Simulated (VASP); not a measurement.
Input:

```yaml
crystal:
  lattice:
    - [2.57429, 0.00000, 0.00000]
    - [0.00000, 2.57429, 0.00000]
    - [0.00000, 0.00000, 2.57429]
  atoms:
    - { symbol: Zn, position: [0.00000, 0.00000, 0.00000] }
```

Computed with r2SCAN meta-GGA, VASP's PBE PAW potentials (set 64) (plane waves; VASP). Settings: 400 eV cut-off, 16×16×16 Γ-centred mesh, tetrahedra with Blöchl corrections, potentials Zn.

### Question
Give the energies of bands 4 to 8 at the high-symmetry points, in eV from the Fermi level.

### Answer

```csv
band,Γ,X,M,R
4,-7.15,-7.53,-7.46,-6.81
5,-7.15,-7.11,-6.83,-6.81
6,-7.15,-3.18,1.36,5.95
7,13.39,-2.99,1.36,5.95
8,13.39,18.40,3.08,5.95
```

It has no gap at this level: it comes out as a metal or semimetal.

The structure was generated: Zn was put into the simple-cubic type (Pm-3m), which need not be its known phase. It was relaxed first.
